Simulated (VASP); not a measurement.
The system is W.

```
W
1.0
    -1.57500    1.57500    1.57500
     1.57500   -1.57500    1.57500
     1.57500    1.57500   -1.57500
W
1
Direct
  0.00000 0.00000 0.00000
```

The cell was built by a generator and needn't be a form met in nature.

```yaml
Program: VASP 6.6.1
Task: relaxation of cell and atoms
Functional: PBE
Dispersion: D4
Potentials_or_basis: VASP PAW PBE potentials, release 64 (W_sv)
Cutoff: 600 eV
k_mesh: 18 × 18 × 18
Occupations: methfessel-paxton, width 0.1 eV
Spin: no spin polarisation
```

At the start: pressure 4.1 GPa; volume 15.63 Å³/atom.

**Question.** Where does the relaxation end?

**Answer.** Over 4 steps the energy falls by 2.4 meV/atom and the volume is 15.82 Å³/atom (+1.2 %); space group Im-3m (No. 229, to 0.05 Å).

Step by step:
| step | energy change (eV) | largest force (eV/Å) | pressure (GPa) | volume (Å³) |
| --- | --- | --- | --- | --- |
| 1 | 0.0000 | 0.0000 | 4.13 | 15.63 |
| 2 | 0.0298 | 0.0000 | -13.42 | 16.56 |
| 3 | -0.0024 | 0.0000 | -0.07 | 15.82 |
| 4 | -0.0024 | 0.0000 | -0.05 | 15.82 |

Final structure:
```
W
1.0
    -1.58142    1.58142    1.58142
     1.58142   -1.58142    1.58142
     1.58142    1.58142   -1.58142
W
1
Direct
  0.00000 0.00000 0.00000
```

Caveat: pairwise dispersion overbinds metals, which lowers pressure and volume.
